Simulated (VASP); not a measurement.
Crystal: AlB2Sb3.

```
Al B Sb
1.0
     3.28550   -5.69050    0.00000
     3.28550    5.69050    0.00000
    -2.19020    0.00000    6.19524
Al B Sb
2 4 6
Cartesian
  3.2855 4.7421 0.0000
  2.1904 -4.7421 3.0976
  3.2855 0.9484 0.0000
  3.2855 -2.8453 0.0000
  2.1904 -0.9484 3.0976
  2.1904 2.8453 3.0976
  2.1904 -0.9484 5.4208
  -1.0951 0.9484 5.4208
  2.1904 2.8453 5.4208
  3.2855 0.9484 2.3232
  0.0000 -0.9484 2.3232
  3.2855 -2.8453 2.3232
```

The cell was built by a generator and needn't be a form met in nature.

```yaml
Program: VASP 6.6.1
Task: relaxation of cell and atoms
Functional: PBE
Potentials_or_basis: VASP PAW PBE potentials, release 64 (Al, B, Sb)
Cutoff: 520 eV
k_mesh: 3 × 3 × 3
Occupations: gaussian, width 0.15 eV
Spin: no spin polarisation
```

At the start: pressure 17.2 GPa; volume 19.30 Å³/atom.

Question: How do energy, volume and symmetry change on relaxing?

Answer: Over 14 steps the energy falls by 378.5 meV/atom and the volume is 21.94 Å³/atom (+13.6 %); space group Cc (No. 9, to 0.05 Å).

Step by step:
```tsv
step	energy change (eV)	largest force (eV/Å)	pressure (GPa)	volume (Å³)
1	0.0000	5.0491	17.22	231.65
2	-3.0739	0.3914	-8.26	308.43
3	-3.9516	1.4239	-3.24	278.83
4	-3.9530	1.4724	-2.98	277.73
5	-4.3981	0.5597	-0.58	266.43
6	-4.4570	0.4800	0.71	261.24
7	-4.4574	0.4878	0.91	260.73
8	-4.5082	0.3118	0.03	263.47
9	-4.5113	0.2558	-0.28	264.32
10	-4.5283	0.1397	-0.13	263.57
11	-4.5313	0.1616	-0.01	263.09
12	-4.5381	0.0927	0.10	262.73
13	-4.5386	0.1159	0.13	262.62
14	-4.5422	0.0703	-0.06	263.27
```

Final structure:
```yaml
crystal:
  lattice:
    - [3.42595, -5.97098, 0.03391]
    - [3.42595, 5.97098, 0.03391]
    - [-2.21992, 0.00000, 6.41285]
  atoms:
    - { symbol: Al, position: [0.08477, 0.91337, 0.99633] }
    - { symbol: Al, position: [0.91337, 0.08477, 0.49633] }
    - { symbol: B, position: [0.41562, 0.58063, 0.00076] }
    - { symbol: B, position: [0.74104, 0.26015, 0.99990] }
    - { symbol: B, position: [0.58063, 0.41562, 0.50076] }
    - { symbol: B, position: [0.26015, 0.74104, 0.49990] }
    - { symbol: Sb, position: [0.67177, 0.51303, 0.86206] }
    - { symbol: Sb, position: [0.04254, 0.25183, 0.90017] }
    - { symbol: Sb, position: [0.40620, 0.86905, 0.86577] }
    - { symbol: Sb, position: [0.51303, 0.67177, 0.36207] }
    - { symbol: Sb, position: [0.25183, 0.04254, 0.40017] }
    - { symbol: Sb, position: [0.86905, 0.40620, 0.36577] }
```
